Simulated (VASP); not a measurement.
Input:

```
AlFe
1.0
    2.90754     0.00000     0.00000
    0.00000     2.90754     0.00000
    0.00000     0.00000     2.90754
Al Fe
1 1
Direct
  0.00000   0.00000   0.00000
  0.50000   0.50000   0.50000
```

All values below come from PBE GGA, VASP's PBE PAW potentials (set 64) (plane waves; VASP). Numerical set-up: 300 eV cut-off, 11×11×11 Γ-centred mesh, Gaussian smearing of 0.10 eV, potentials Al Fe.

At this cut-off the stress carries a Pulay error, which pulls relaxed volumes low. The run has a spin-polarised start.

Task: Give the stress tensor in GPa (positive for a compressed cell).

Result: 
```
-5.73   0.00   0.00
 0.00  -5.73   0.00
 0.00   0.00  -5.73
```
The pressure is its mean diagonal, -5.73 GPa.

The structure comes from a computed database's AlFe entry; how it stands against other phases isn't given here. The cell was not relaxed at this level.
